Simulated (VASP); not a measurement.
Consider the following.

```yaml
crystal:
  lattice:
    - [2.45534, 0.00000, 0.00000]
    - [-1.22767, 2.12638, 0.00000]
    - [0.00000, 0.00000, 3.96040]
  atoms:
    - { symbol: Co, position: [0.66667, 0.33333, 0.75000], spin: 1.6 }
    - { symbol: Co, position: [0.33333, 0.66667, 0.25000], spin: 1.6 }
```

All values below come from PBEsol GGA, VASP's PBE PAW potentials (set 64) (plane waves; VASP 6.6.1). Run with 480 eV cut-off, 15×15×8 Γ-centred mesh, first-order Methfessel-Paxton smearing of 0.10 eV, potentials Co.

**Question.** Estimate the cell moment, energy per atom (σ→0), band gap (on the k-mesh) with the smallest direct gap where there is one.

**Answer.** 
```json
{
  "band gap (on the k-mesh)": "none (metal, semimetal or under 0.01 eV)",
  "cell_moment": "3.16 μB",
  "energy per atom (σ→0)": "-7.737 eV/atom"
}
```

**Question.** Give the moment on each site (PAW-sphere projection).

**Answer.** 
```tsv
site	moment (μB)
Co1	1.59
Co2	1.59
```

The absolute energy has meaning only against runs of the same code, potentials and settings.

The compound is Co in the hcp structure. It was relaxed first, which changed the volume by -7 %. The start is the result of an earlier pass.
